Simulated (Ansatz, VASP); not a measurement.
**K2Ti in VASP and in Ansatz**

```
K Ti
1.0
     0.00000    4.88962    4.88962
     4.88962    0.00000    4.88962
     4.88962    4.88962    0.00000
K Ti
4 2
Direct
  0.62500 0.62500 0.62500
  0.12500 0.62500 0.62500
  0.62500 0.62500 0.12500
  0.62500 0.12500 0.62500
  0.00000 0.00000 0.00000
  0.25000 0.25000 0.25000
```

Alike in both runs: functional PBE; k mesh 4 × 4 × 4; occupations gaussian, width 0.1 eV; no spin polarisation.

Ansatz relaxed the structure, and its values are those at the end. VASP's run is a single point on that final structure, the one shown.

```csv
,VASP,Ansatz
version,VASP 6.6.1,Ansatz 0.2.0
potentials or method,"VASP PAW PBE potentials, release 64 (K_sv, Ti_sv)","scalar-relativistic, plane waves, PAW"
plane-wave cutoff (eV),520,420
valence electrons in the cell,60,60
```

```tsv
	VASP	Ansatz	Ansatz less VASP
gap on the k mesh at the Fermi level (eV)	none	none	-
pressure (GPa)	0.2	0.2	+0.02
```

A gap of «none» marks a metal or a gap that the smearing closes. With one functional, cell and mesh, what is left measures potentials, basis and numerics.
